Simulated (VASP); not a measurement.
```
TaSb
1.0
    3.50317     0.00000     0.00000
   -1.75158     3.03383     0.00000
    0.00000     0.00000     7.67578
Ta Sb
2 2
Direct
  0.00000   0.00000   0.00000
  0.00000   0.00000   0.50000
  0.33333   0.66667   0.25000
  0.66667   0.33333   0.75000
```

Method: PBEsol GGA, VASP's PBE PAW potentials (set 64) (plane waves; VASP). Run with 400 eV cut-off, Gaussian smearing of 0.050 eV, potentials Ta_pv Sb.

Give the energies of bands 9 to 19 at the high-symmetry points, in eV from the Fermi level.

```
band      Γ      M      K      A      L      H
----  -----  -----  -----  -----  -----  -----
9     -7.53  -6.93  -5.96  -5.45  -6.23  -4.95
10    -2.98  -4.85  -4.94  -5.45  -6.23  -4.95
11    -1.90  -4.82  -4.94  -1.25  -3.72  -4.95
12    -1.90  -2.89  -3.75  -1.25  -3.72  -4.95
13    -1.57  -2.65  -3.75  -1.25  -1.88  -3.77
14    -0.30  -2.38  -3.29  -1.25  -1.88  -3.77
15    -0.30  -1.93  -0.72  -0.39  -1.81  -0.97
16     0.17   0.06  -0.72  -0.39  -1.81  -0.97
17     0.17   0.60   1.10   0.48   1.92   1.87
18     0.59   1.23   1.20   0.48   1.92   1.87
19     1.10   2.54   1.20   0.48   2.61   2.41
```

It has no gap at this level: it comes out as a metal or semimetal.

The structure was generated: TaSb was put into the NiAs type type (P6_3/mmc), which need not be its known phase. It was relaxed first, which changed the volume by -43 %.
